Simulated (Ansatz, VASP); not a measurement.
# InPd in two plane-wave programs

One calculation is typed for both programs; each brings its own data sets. How far apart do they land? The cell is taken from a series of runs on this material, whose earlier steps may have relaxed, scaled, displaced or heated it; both programs get it as it stands.

Main program and level: Ansatz 0.2.0; plane waves, with VASP 6.6.1 beside it; relaxation of cell and atoms at LDA.

**1. Set-up**

Symmetry: Pm-3m, No. 221, cubic system. The conventional cell has a = 3.214 Å, b = 3.214 Å, c = 3.214 Å, α = 90.00°, β = 90.00°, γ = 90.00°. In has 8 Pd at 2.78 Å nearest. Pd has 8 In at 2.78 Å nearest. Farther neighbours are not listed.

**2. Ansatz: relaxation of cell and atoms, LDA**

Ansatz runs on its default PAW (the set named soft_2) files.

The relaxed volume is the usual yardstick between codes: in a stiff, nearly cubic crystal its relative difference is about their pressure difference at one cell divided by the bulk modulus.

input.yaml

```yaml
crystal:
  lattice:
    - [3.2139803495, 0.0, 0.0]
    - [0.0, 3.2139803495, 0.0]
    - [0.0, 0.0, 3.2139803495]
  atoms:
    - { symbol: In, position: [0.0, 0.0, 0.0] }
    - { symbol: Pd, position: [0.5, 0.5, 0.5] }
kpoints:
  mp_grid: { grid: [16, 16, 16] }
hamiltonian:
  xc: lda
scf:
  occupations: { method: methfessel_paxton, width: 0.2 }
  lower_state_search: "off"
output:
  forces: true
  stress: true
  eigenvalues: true
relax:
  adjacent_minimum: "off"
  f_tol: 0.001
  max_steps: 60
  cell: { stress_tol: 0.01 }
```

Launch:

```console
> ansatz run input.yaml --threads 8 --pin off --max-ram 16384MiB --backend cpu --events-out ev --progress --plain --runs-dir out
```

Numbers of over 12 decimals in the logs are rounded to 6 here.

Log:

```text
Engine: ansatz 0.2.0, aarch64-unknown-linux-gnu
Pseudopotentials: kind: paw
Pseudopotential: In, paw, valence charge 13, recommended cutoff 420 eV (normal), In.paw.azcp
Pseudopotential: Pd, paw, valence charge 18, recommended cutoff 420 eV (normal), Pd.paw.azcp
Functional definition: SPW92
  exchange = slater_x
  correlation = pw_c
Crystal: 2 atoms, lattice volume = 33.199 Å³
Basis set: ecut = 420 eV, 619 PW (Γ)
Bands: 20, of which v1, the nominal top of the filled ones, is band 16 counted from 1 (15 counted from 0)
Symmetry: 48 space group operations
Space group: Pm-3m (ITA 221), of the structure as read, at distance tolerance 3.2e-5 Å
k-points: 165 of 4096
Non-local potential: In, projectors of the file, l = 0: 2, l = 1: 2, l = 2: 2, l = 3: 2
Non-local potential: Pd, projectors of the file, l = 0: 2, l = 1: 2, l = 2: 2, l = 3: 1
PAW form: soft (Blöchl's): semilocal exchange-correlation on the pseudo side does not see the compensation charge
PAW frozen core: In, regenerated for the run's functional, and the local potential with it (the file was generated under x = pbe(κ = 0.804, μ = 0.219515), c = pbe(β = 0.066725))
PAW frozen core: Pd, regenerated for the run's functional, and the local potential with it (the file was generated under x = pbe(κ = 0.804, μ = 0.219515), c = pbe(β = 0.066725))
PAW one-centre angular grid: In, 590 points (default); XC on 64 Gauss nodes
PAW one-centre angular grid: Pd, 590 points (default); XC on 64 Gauss nodes
Initial density: superposition of atomic densities (neutral atoms: chi_scale 0, normalization atom), corrected by the library's trained network
Initial wavefunctions: pseudopotential atomic-orbital guess
Functional: x = slater, c = lda
SCF iter   1: F=—  HF=-12302.842312 eV  |F-HF|=—  |Δ(HF+E_count)|=         —  Δρ=1.16e-2  dr2=3.71e-2  ethr=1.77e-3  ⟨swp⟩=5.1  Hψ=14242  notcnv=0
preconditioner: auto → none  [metal: Δε(μ)=0.033 eV  Ē_g=14.801 eV  σ=0.200 eV  W_gap=0.14  n_scr=6 (ndim 8)  ℏωp=30.9 eV  f_vac=0.000  D(μ)=0.67/eV (n_scr^D=0)  sad-step TF]
SCF iter   2: F=—  HF=-12302.835362 eV  |F-HF|=—  |Δ(HF+E_count)|=   6.95e-3  S|Δr|=    0.00e0  Δρ=5.64e-3  dr2=1.02e-2  ethr=1.20e-4  ⟨swp⟩=1.4  Hψ=5195  notcnv=0
SCF iter   3: F=—  HF=-12302.832889 eV  |F-HF|=—  |Δ(HF+E_count)|=   2.47e-3  S|Δr|=    0.00e0  Δρ=7.41e-4  dr2=1.06e-4  ethr=3.30e-5  ⟨swp⟩=2.2  Hψ=4266  notcnv=0  defer=2
SCF iter   4: F=—  HF=-12302.832857 eV  |F-HF|=—  |Δ(HF+E_count)|=   3.13e-5  S|Δr|=    0.00e0  Δρ=1.76e-4  dr2=1.16e-5  ethr=3.42e-7  ⟨swp⟩=2.3  Hψ=5120  notcnv=0  defer=2
SCF iter   5: F=—  HF=-12302.832854 eV  |F-HF|=—  |Δ(HF+E_count)|=   3.16e-6  S|Δr|=    0.00e0  Δρ=2.93e-5  dr2=1.85e-7  ethr=3.75e-8  ⟨swp⟩=2.0  Hψ=5138  notcnv=0  defer=2
SCF iter   6: F=-12302.832854 eV  HF=-12302.832854 eV  |F-HF|=1.26e-10  |Δ(HF+E_count)|=   1.36e-8  S|Δr|=    0.00e0  Δρ=2.39e-6  dr2=7.15e-10  ethr=3.23e-10  ⟨swp⟩=6.2  Hψ=13463  notcnv=0
SCF 1 converged in 6 iterations: F = -12302.832854 eV  dr2 = 7.15e-10
  greatest PAW one-centre occupation: 0.998 electrons in one spin orbital (limit 2), on the Pd atom at site 1 (counted from 0), in its partial waves of l = 0
relax step   1: F+E_penalty+E_count = -12302.83285421 eV  Δ(F+E_penalty+E_count) = +0.000e0 eV  max|allowed force component| = 1.512e-29 eV/Å  Δτ_max = 0.0000 Å  P = +0.042 GPa  Ω = 33.199 Å³  (6 SCF iters, dr2 threshold 1.00e-7 eV, accepted)
[...]
relax step   2: F+E_penalty+E_count = -12302.83284672 eV  Δ(F+E_penalty+E_count) = +7.493e-6 eV  max|allowed force component| = 2.958e-30 eV/Å  Δτ_max = 0.0000 Å  P = -0.055 GPa  Ω = 33.221 Å³  energy of the carried Pulay correction = -6.649e-6 eV  (4 SCF iters, dr2 threshold 4.40e-9 eV, rejected (line search))
[...]
relax step   3: F+E_penalty+E_count = -12302.83285253 eV  Δ(F+E_penalty+E_count) = +1.683e-6 eV  max|allowed force component| = 1.505e-29 eV/Å  Δτ_max = 0.0000 Å  P = -0.000 GPa  Ω = 33.209 Å³  energy of the carried Pulay correction = -2.889e-6 eV  (6 SCF iters, accepted)
[...]
relax step   4: F+E_penalty+E_count = -12302.83285619 eV  Δ(F+E_penalty+E_count) = -3.663e-6 eV  max|allowed force component| = 1.315e-29 eV/Å  Δτ_max = 0.0000 Å  P = -0.000 GPa  Ω = 33.209 Å³  stress off target by 1.51e-4 GPa  SCF on the basis re-selected at this cell (its energy is not comparable with the rows above)  (5 SCF iters)
basis re-selected at this cell: Δ(F+E_penalty+E_count) = -3.663e-6 eV, ΔP = -0.000 GPa vs the last step (what re-selecting the basis moved, of the pressure what is left beyond the Pulay correction that the steps carried, after the strain that the cell walked since its last selection, with what the two solves' SCF thresholds leave and, on support functions, any second-order correction that the steps lacked; it is no m [...]
SCF converged after 5 iterations
Stability not checked: this state was not tested for a lower state beside it, because cold or Methfessel-Paxton smearing, or corrected tetrahedra, fill the levels in a way that the test cannot read (fill_not_monotonic; see scf.lower_state_search)
Free energy (F): -12302.832856 eV
Harris-Foulkes:  -12302.832856 eV  (|F-HF|=3.64e-12)
Internal energy: -12302.833020 eV  (E = F + TS)
E sigma→0 (E₀):  -12302.832897 eV
Entropy (-TS):   0.000163 eV (0.082 meV/atom)
Fermi energy:    17.600877 eV
--- Per-component energies (eV) ---
  E_band       = -122.712083
  E_kinetic    = 762.795362
  E_local      = -2800.647898  (includes V_loc(G=0)·N_el)
  E_nonlocal   = 594.003550
  E_hartree    = 1137.516279
  E_xc         = -382.872541
  E_vxc        = -314.736641  (∫ρ·V_xc dr)
  E_paw        = -7640.711610  (= ΣΔE_a)
  E_vpaw       = -639.159213  (= ΣTr[D̂ρ^β])
  E_aug_tail   = 0.000225  (compensation charges beyond the density's cutoff)
  E_ewald      = -3973.881657
  E_core_change = 0.965270  (= ΣΔE_core)
  E_smearing   = 0.000163  (= −TS)
  E_closure    = 0.000000  (closes the sum)
  Σ components = -12302.832856   (vs F -12302.832856, Δ=0.00e0)
--- Forces (eV/Å), atoms counted from 1 ---
  atom   1  In    -0.00000000    -0.00000000     0.00000000
  atom   2  Pd     0.00000000    -0.00000000    -0.00000000
  max |Σ_I F_I| component: 2.00e-29 eV/Å
--- Stress (GPa, compression-positive) ---
       -0.000151       0.000000       0.000000
        0.000000      -0.000151       0.000000
        0.000000       0.000000      -0.000151
  P = ⅓ Tr σ = -0.0002 GPa (-0.002 kbar)
--- Band table (eV; the first three rows and the last of 165) ---
  k-point 0: bands = [... 12 lower, 15.1601, 15.1601, 15.1601, 21.7794, 21.7794, 21.7794, 27.4328, 28.6332]
  k-point 1: bands = [... 12 lower, 15.1059, 15.1059, 15.1563, 21.3217, 21.9152, 21.9152, 27.6650, 28.6021]
  k-point 2: bands = [... 12 lower, 14.9596, 14.9596, 15.1456, 20.2816, 22.3063, 22.3063, 27.8676, 28.5118]
  k-point 164: bands = [... 12 lower, 15.8314, 15.8314, 17.4883, 21.4422, 21.4422, 21.4422, 22.1717, 22.1717]
--- Relaxed structure (3 steps of the walk, 2 accepted, 1 SCFs on fresh bases) ---
  F+E_penalty+E_count = -12302.83285619 eV   max|allowed force component| = 1.315e-29 eV/Å   (the final SCF, on the basis selected at the relaxed cell)
  cell:  # Å, volume = 33.2086 Å³
    - [3.214278, 0.0, 0.0]
    - [0.0, 3.214278, 0.0]
    - [0.0, 0.0, 3.214278]
  atoms:
    - { symbol: In, position: [0, 0, 0] }
    - { symbol: Pd, position: [0.5, 0.5, 0.5] }
```

**3. VASP: relaxation of cell and atoms, LDA**

The same cell, functional (in two slightly different forms), mesh and smearing now go to VASP, with its own data sets.

Lines of VASP's logs that name or quote its potential files are left out, and so is its time.

INCAR

```
SYSTEM = InPd
PREC = Accurate
ENCUT = 500
EDIFF = 1E-07
NELM = 120
ISMEAR = 1
SIGMA = 0.2
LREAL = .FALSE.
ALGO = Normal
GGA = CA
NBANDS = 17
LASPH = .TRUE.
LORBIT = 11
LWAVE = .FALSE.
LCHARG = .FALSE.
ISIF = 3
IBRION = 2
NSW = 80
EDIFFG = -0.005
GGA_COMPAT = .FALSE.
NELMIN = 4
```

POSCAR

```
InPd
1.0
    3.2139800000      0.0000000000      0.0000000000
    0.0000000000      3.2139800000      0.0000000000
    0.0000000000      0.0000000000      3.2139800000
In Pd
1 1
Direct
    0.0000000000      0.0000000000      0.0000000000
    0.5000000000      0.5000000000      0.5000000000
```

KPOINTS

```
Automatic mesh
0
Gamma
16 16 16
0 0 0
```

Potentials, in the order of the species: In_d and Pd (LDA family, release 64).

Launch:

```console
> mpirun -np 1 vasp_std
```

Log:

```text
[banner, memory and clock lines left out]
running    1 mpi-ranks, on    1 nodes
 distrk:  each k-point on    1 cores,    1 groups
 distr:  one band on    1 cores,    1 groups

 POSCAR found type information on POSCAR InPd
 POSCAR found :  2 types and       2 ions
 LDA part: xc-table for (Slater(with rela. corr.)+CA(PZ))
 , standard interpolation
 POSCAR, INCAR and KPOINTS ok, starting setup
 FFT: planning ... GRIDC
 FFT: planning ... GRID_SOFT
 FFT: planning ... GRID
 WAVECAR not read
 entering main loop
       N       E                     dE             d eps       ncg     rms          rms(c)
DAV:   1     0.157394393871E+03    0.15739E+03   -0.11119E+04  5749   0.176E+03
DAV:   2    -0.328204214646E+01   -0.16068E+03   -0.15500E+03  5747   0.366E+02
DAV:   3    -0.109114367953E+02   -0.76294E+01   -0.75492E+01  6562   0.870E+01
DAV:   4    -0.110694623640E+02   -0.15803E+00   -0.15794E+00  7045   0.112E+01
DAV:   5    -0.110763173298E+02   -0.68550E-02   -0.68547E-02  7921   0.219E+00    0.771E+00
DAV:   6    -0.108590687205E+02    0.21725E+00   -0.49879E-01  6249   0.965E+00    0.360E+00
DAV:   7    -0.108124056458E+02    0.46663E-01   -0.67585E-02  7311   0.521E+00    0.164E+00
DAV:   8    -0.108023361347E+02    0.10070E-01   -0.22031E-02  6690   0.132E+00    0.432E-01
DAV:   9    -0.108012335041E+02    0.11026E-02   -0.18585E-03  7373   0.757E-01    0.995E-02
DAV:  10    -0.108011900022E+02    0.43502E-04   -0.38600E-05  8011   0.957E-02    0.427E-02
DAV:  11    -0.108011882233E+02    0.17789E-05   -0.35934E-06  6429   0.175E-02    0.117E-02
DAV:  12    -0.108011881900E+02    0.33329E-07   -0.24957E-07  6614   0.459E-03
   1 F= -.10801188E+02 E0= -.10801252E+02  d E =-.108012E+02
 curvature:   0.00 expect dE= 0.000E+00 dE for cont linesearch  0.000E+00
 trial: gam= 0.00000 g(F)=  0.000E+00 g(S)=  0.106E-02 ort = 0.000E+00 (trialstep = 0.100E+01)
 search vector abs. value=  0.106E-02
 bond charge predicted
       N       E                     dE             d eps       ncg     rms          rms(c)
DAV:   1    -0.108233983147E+02   -0.22210E-01   -0.43931E-01  6043   0.112E+01    0.103E+00
DAV:   2    -0.108036682259E+02    0.19730E-01   -0.79202E-02  5838   0.362E+00    0.333E-01
DAV:   3    -0.108014709911E+02    0.21972E-02   -0.61508E-03  7335   0.146E+00    0.139E-01
DAV:   4    -0.108010854529E+02    0.38554E-03   -0.95014E-04  8616   0.530E-01    0.147E-01
DAV:   5    -0.108010884627E+02   -0.30098E-05   -0.21411E-05  5858   0.432E-02    0.145E-01
DAV:   6    -0.108010917107E+02   -0.32480E-05   -0.20056E-06  7261   0.308E-02    0.163E-01
DAV:   7    -0.108011257651E+02   -0.34054E-04   -0.47616E-04  6822   0.392E-01    0.720E-01
DAV:   8    -0.108010618739E+02    0.63891E-04   -0.96397E-05  7005   0.221E-01    0.267E-01
DAV:   9    -0.108010468310E+02    0.15043E-04   -0.54954E-05  7182   0.154E-01    0.679E-03
DAV:  10    -0.108010470248E+02   -0.19376E-06   -0.14238E-06  7178   0.120E-02    0.194E-02
DAV:  11    -0.108010469578E+02    0.66962E-07   -0.51795E-07  5825   0.149E-02
   2 F= -.10801047E+02 E0= -.10801106E+02  d E =0.141232E-03
 trial-energy change:    0.000141  1 .order    0.000106   -0.001057    0.001268
 step:   0.4320(harm=  0.4546)  dis= 0.00000  next Energy=   -10.801414 (dE=-0.225E-03)
 bond charge predicted
       N       E                     dE             d eps       ncg     rms          rms(c)
DAV:   1    -0.108086594088E+02   -0.76124E-02   -0.14082E-01  6030   0.626E+00    0.597E-01
DAV:   2    -0.108022735082E+02    0.63859E-02   -0.25940E-02  5825   0.207E+00    0.187E-01
DAV:   3    -0.108015546112E+02    0.71890E-03   -0.20314E-03  7313   0.844E-01    0.771E-02
DAV:   4    -0.108014332881E+02    0.12132E-03   -0.29426E-04  8620   0.296E-01    0.866E-02
DAV:   5    -0.108014363893E+02   -0.31012E-05   -0.64847E-06  5785   0.240E-02    0.922E-02
DAV:   6    -0.108014210839E+02    0.15305E-04   -0.28578E-05  5935   0.426E-02    0.274E-02
DAV:   7    -0.108014208443E+02    0.23958E-06   -0.58421E-07  6995   0.126E-02    0.210E-02
DAV:   8    -0.108014207052E+02    0.13912E-06   -0.25542E-07  5964   0.103E-02    0.326E-03
DAV:   9    -0.108014206914E+02    0.13793E-07   -0.40667E-08  2980   0.366E-03
   3 F= -.10801421E+02 E0= -.10801483E+02  d E =-.232501E-03
 curvature:  -0.23 expect dE=-0.185E-06 dE for cont linesearch -0.185E-06
 trial: gam=-0.02698 g(F)=  0.283E-66 g(S)=  0.814E-06 ort = 0.293E-04 (trialstep = 0.886E+00)
 search vector abs. value=  0.727E-09
 reached required accuracy - stopping structural energy minimisation
```

From OUTCAR (step 3):

```text
ion  position               nearest neighbor table
   1  0.000  0.000  0.000-   2 2.78   2 2.78   2 2.78   2 2.78   2 2.78   2 2.78   2 2.78   2 2.78

  LATTYP: Found a simple cubic cell.
 ALAT       =     3.2139800000

 Subroutine GETGRP returns: Found 48 space group operations
 (whereof 48 operations were pure point group operations)

The static configuration has the point symmetry O_h .

 Found    165 irreducible k-points:

   k-points           NKPTS =    165   k-points in BZ     NKDIM =    165   number of bands    NBANDS=     17

   dimension x,y,z NGX =    24 NGY =   24 NGZ =   24
   dimension x,y,z NGXF=    48 NGYF=   48 NGZF=   48

   ENCUT  =  500.0 eV  36.75 Ry    6.06 a.u.   5.86  5.86  5.86*2*pi/ulx,y,z

   NELECT =      23.0000    total number of electrons

 k-points in reciprocal lattice and weights: Automatic mesh
   0.00000000  0.00000000  0.00000000       0.000
   0.06250000  0.00000000  0.00000000       0.001
   0.12500000  0.00000000  0.00000000       0.001
   0.18750000  0.00000000  0.00000000       0.001
   0.25000000  0.00000000  0.00000000       0.001
   0.31250000  0.00000000  0.00000000       0.001
   0.37500000  0.00000000  0.00000000       0.001
   0.43750000  0.00000000  0.00000000       0.001
   0.50000000  0.00000000  0.00000000       0.001
[...]
0.50000000  0.50000000  0.43750000       0.001
   0.50000000  0.50000000  0.50000000       0.000

 average (electrostatic) potential at core
       1 -89.7893       2 -69.9755

 E-fermi :  11.0825

 k-point     1 :       0.0000    0.0000    0.0000
  band No.  band energies     occupation
    ...
      7       6.9789      2.00000
      8       6.9789      2.00000
      9       8.6441      2.00000
     10       8.6441      2.00000
     11       8.6441      2.00000
     12      15.2467      0.00000
     13      15.2467      0.00000
     14      15.2467      0.00000
     15      20.9591      0.00000
     16      22.0795      0.00000
    ...

 k-point     2 :       0.0625    0.0000    0.0000
  band No.  band energies     occupation
    ...
      7       6.9783      2.00000
      8       6.9912      2.00000
      9       8.5902      2.00000
     10       8.5902      2.00000
     11       8.6404      2.00000
     12      14.7922     -0.00000
     13      15.3821      0.00000
     14      15.3821      0.00000
     15      21.1848      0.00000
     16      22.0489      0.00000
    ...

 k-point     3 :       0.1250    0.0000    0.0000
  band No.  band energies     occupation
    ...
      7       6.9764      2.00000
      8       7.0174      2.00000
      9       8.4443      2.00000
     10       8.4443      2.00000
     11       8.6297      2.00000
     12      13.7574     -0.00000
     13      15.7719      0.00000
     14      15.7719      0.00000
     15      21.3696      0.00000
     16      21.9601      0.00000
    ...

  Total        0.0033537      0.0033537      0.0033537      0.0000000      0.0000000      0.0000000
  in kB        0.1612379      0.1612379      0.1612379      0.0000000      0.0000000      0.0000000
  external PRESSURE =       0.1612379 kB  Pullay stress =       0.0000000 kB

  energy-cutoff  :      500.00
  volume of cell :       33.32
      direct lattice vectors                 reciprocal lattice vectors
     3.218028054 -0.000000000 -0.000000000     0.310749311 -0.000000000 -0.000000000
     0.000000000  3.218028054 -0.000000000     0.000000000  0.310749311  0.000000000
     0.000000000 -0.000000000  3.218028054     0.000000000  0.000000000  0.310749311

 POSITION                                       TOTAL-FORCE (eV/Angst)
 -----------------------------------------------------------------------------------
      0.00000      0.00000      0.00000        -0.000000      0.000000      0.000000
      1.60901      1.60901      1.60901         0.000000     -0.000000      0.000000
 -----------------------------------------------------------------------------------
    total drift:                                0.000000      0.000000     -0.000000

  FREE ENERGIE OF THE ION-ELECTRON SYSTEM (eV)
  ---------------------------------------------------
  free  energy   TOTEN  =       -10.8014206914 eV

  energy  without entropy=      -10.8016084362  energy(sigma->0) =      -10.80148327

 reached required accuracy - stopping structural energy minimisation

 total charge
# of ion       s       p       d       tot
------------------------------------------
    1        0.819   0.801   9.911  11.531
    2        0.446   0.463   8.671   9.581
--------------------------------------------------
tot          1.266   1.264  18.582  21.112

[... 3 further parts left out ...]
```

CONTCAR:

```
InPd
   1.00000000000000
     3.2180280535871271   -0.0000000000000000   -0.0000000000000000
     0.0000000000000000    3.2180280535871271   -0.0000000000000000
     0.0000000000000000   -0.0000000000000000    3.2180280535871271
  In              Pd
     1     1
Direct
     0.0000000000000000    0.0000000000000000    0.0000000000000000
     0.5000000000000000    0.5000000000000000    0.5000000000000000
```

This run has no spin polarisation. Its electron count is odd, so without a moment it is a metal by construction.

**4. Side by side**

Known differences besides the potentials themselves: the two LDA forms differ slightly; the data sets hold 31 valence electrons in Ansatz (on its default PAW (the set named soft_2) files) and 23 in VASP; the cutoff is 420 eV in Ansatz and 500 eV in VASP; VASP's log shows a relativistic correction to its local exchange, Ansatz's none; Ansatz adds a Pulay correction to the stress that steers its cell, VASP none. Total energies have different zeros and are not compared.

Both answers:

| quantity | Ansatz | VASP | difference |
| --- | --- | --- | --- |
| volume (Å³) | 33.21 | 33.32 | -0.35 % |
| edge a after relaxation, in the typed setting (Å) | 3.214 | 3.218 | -0.11 % |

**5. What came out**

```json
{
 "difference in volume (relaxation of cell and atoms, LDA)": "-0.35 %"
}
```

**Reading.** The difference in volume is -0.35 % (relaxation of cell and atoms, LDA), within the 1.2 % picked in this series as the mark of a large difference, as far as the stopping tolerances let one tell. The data sets hold unlike numbers of valence electrons (31 in Ansatz and 23 in VASP), so part of the differences comes from the potentials. Such differences can come from data sets, numerical settings and the points named under the comparisons, not from the functional's error against experiment.

[Lines on the potential files, build, host, timing and source positions are cut from VASP's logs without a mark.]

[Logs are printed without paths, hosts, clocks, repeated set-up lines and the standing remarks that a program may print on its own settings, such as how far it seeks lower states.]

[Hosts, paths, dates, database ids (printed as entryN), source tags and the programs' standing remarks are cut or masked in the printed files.]
